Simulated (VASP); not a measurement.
Mg3Al (space group Pmm2): computed properties

Method: PBEsol GGA, VASP's PBE PAW potentials (set 64) (plane waves; VASP).

```
Quantity                                                                               Result
----------------------------------  ---------------------------------------------------------
space group                                                                         Pmm2 (25)
cell                                a = 3.174 Å, b = 4.947 Å, c = 5.252 Å, α = β = γ = 90.00°
volume per atom                                                                 20.62 Å³/atom
band gap (over mesh and band path)                   none (metal, semimetal or under 0.01 eV)
Hill bulk modulus                                                                    46.0 GPa
Hill shear modulus                                                                   22.0 GPa
Poisson's ratio                                                                         0.294
density                                                                            2.01 g/cm³
optical Γ-point spectrum                     133, 141, 143, 144, 207 (×2), 228, 281 (×2) cm⁻¹
```

```
AlMg3
1.0
    3.17414     0.00000     0.00000
    0.00000     4.94697     0.00000
    0.00000     0.00000     5.25201
Mg Al
3 1
Direct
  0.00000   0.00000   0.66918
  0.00000   0.50000   0.32706
  0.50000   0.50000   0.83500
  0.50000   0.00000   0.16876
```

Finite-difference elastic constants of metals are sensitive to mesh and smearing; shear constants can be off by tens of GPa.

The structure comes from a computed database's Mg3Al entry (Pmm2); how it stands against other phases isn't given here. It was relaxed first. Symmetry was kept, so distortions that lower it aren't found. The electron count is odd and the run is not spin-polarised, which forces a metal.
